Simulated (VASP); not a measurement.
An input for Quantum ESPRESSO's pw.x (written as the equivalent of a VASP run, and not itself run):

```
&CONTROL
  calculation = 'vc-relax'
  pseudo_dir = './pseudo'
  outdir = './out'
  tprnfor = .true.
  tstress = .true.
  nstep = 60
  forc_conv_thr = 0.00078
/
&SYSTEM
  ibrav = 0
  nat = 6
  ntyp = 2
  ecutwfc = 94
  occupations = 'smearing'
  smearing = 'methfessel-paxton'
  degauss = 0.00735
  input_dft = 'vdw-df-obk8'
  nspin = 2
  starting_magnetization(1) = 0.25
/
&ELECTRONS
  conv_thr = 7.3e-08
  electron_maxstep = 100
/
&IONS
/
&CELL
/
ATOMIC_SPECIES
  Cr 51.996 Cr.upf
  O 15.999 O.upf
CELL_PARAMETERS angstrom
     4.3922611    0.0000000    0.0000000
     0.0000000    4.3922611    0.0000000
     0.0000000    0.0000000    2.8934801
ATOMIC_POSITIONS crystal
  Cr   0.0000000  0.0000000  0.0000000
  Cr   0.5000000  0.5000000  0.5000000
  O    0.3034300  0.3034300  0.0000000
  O    0.8034300  0.1965700  0.5000000
  O    0.1965700  0.8034300  0.5000000
  O    0.6965700  0.6965700  0.0000000
K_POINTS automatic
  6 6 10 0 0 0
```

**Question.** Translate this input to VASP (INCAR, KPOINTS, POSCAR, choice of POTCAR).

**Answer.** This is not unique; one that fits is 
### KPOINTS
```
Automatic mesh
0
Gamma
6 6 10
0 0 0
```

### POSCAR
```
CrO2
1
    4.3922610793     0.0000000000     0.0000000000
    0.0000000000     4.3922610793     0.0000000000
    0.0000000000     0.0000000000     2.8934801377
Cr O
2 4
Direct
  0.0000000000   0.0000000000   0.0000000000
  0.5000000000   0.5000000000   0.5000000000
  0.3034300090   0.3034300090   0.0000000000
  0.8034300090   0.1965699910   0.5000000000
  0.1965699910   0.8034300090   0.5000000000
  0.6965699910   0.6965699910   0.0000000000
```

### INCAR
```
AGGAC=0.0
ALGO=Normal
EDIFF=1E-6
EDIFFG=-0.02
ENCUT=520
GGA=BO
IBRION=2
ISIF=3
ISMEAR=1
ISPIN=2
LASPH=.True.
LCHARG=.False.
LMAXMIX=4
LORBIT=10
LREAL=.False.
LUSE_VDW=.True.
LWAVE=.False.
MAGMOM=2*2.5 4*0.0
NELM=100
NSW=60
PARAM1=0.1833333333
PARAM2=0.22
PREC=Accurate
SIGMA=0.1
SYSTEM=CrO2
```

POTCAR, in this order: Cr_pv O (PBE.64 set). Program: vasp_std.

Limits of the translation: the potentials are each code's own (VASP's PAW set, PseudoDojo norm-conserving files in pw.x), so ENCUT and ecutwfc are chosen apart and not converted; conv_thr bounds pw.x's estimated SCF error, while EDIFF bounds the energy change between steps; starting_magnetization is a fraction of the valence charge and MAGMOM a moment in μB, so they match only roughly; forc_conv_thr acts on force components and is met together with etot_conv_thr.

The compound is CrO2 in the rutile structure. This run relaxes it. Symmetry was kept, so distortions that lower it aren't found.
